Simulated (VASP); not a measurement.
Calculation: PBE GGA, VASP's PBE PAW potentials (set 64) (plane waves; VASP).

The input files of a VASP run:

### POSCAR
```
Ba
1
   -2.5131673413     2.5131673413     2.5131673413
    2.5131673413    -2.5131673413     2.5131673413
    2.5131673413     2.5131673413    -2.5131673413
Ba
1
Direct
  0.0000000000   0.0000000000   0.0000000000
```

**KPOINTS**
```
K-points
0
Gamma
10 10 10
```

INCAR:
```
SYSTEM = Ba
PREC = Accurate
ENCUT = 480
EDIFF = 1E-7
NELM = 100
ALGO = Normal
LREAL = .FALSE.
LASPH = .TRUE.
ISMEAR = 1
SIGMA = 0.1
GGA = PE
LMAXMIX = 4
LWAVE = .FALSE.
LCHARG = .FALSE.
ISIF = 2
```

POTCAR, in this order: Ba_sv (PBE.64 set). Program: vasp_std.

Unless said otherwise, spin-orbit coupling is left out, though it shifts the bands of the heavy elements here.

Question: Estimate the energy per atom (σ→0), band gap (on the k-mesh).

Answer: 
```json
{
  "energy per atom (σ→0)": "-1.906 eV/atom",
  "band gap (on the k-mesh)": "none (metal, semimetal or under 0.01 eV)"
}
```

OSZICAR:
```
...
DAV:   5    -0.190611717938E+01   -0.70134E-03   -0.70032E-03  1182   0.349E-01    0.161E+00
DAV:   6    -0.190576900819E+01    0.34817E-03   -0.26236E-03  1194   0.617E-01    0.961E-01
DAV:   7    -0.190620066403E+01   -0.43166E-03   -0.63977E-03   953   0.102E+00    0.430E-02
DAV:   8    -0.190637850709E+01   -0.17784E-03   -0.32851E-04  1331   0.123E-01    0.273E-02
DAV:   9    -0.190638639234E+01   -0.78853E-05   -0.78531E-06  1175   0.298E-02    0.780E-03
DAV:  10    -0.190638818144E+01   -0.17891E-05   -0.47705E-06  1070   0.168E-02    0.191E-03
DAV:  11    -0.190638826507E+01   -0.83630E-07   -0.54850E-07  1266   0.774E-03
   1 F= -.19063883E+01 E0= -.19062254E+01  d E =-.488741E-03
```

The compound is Ba in the bcc structure. It was relaxed first.
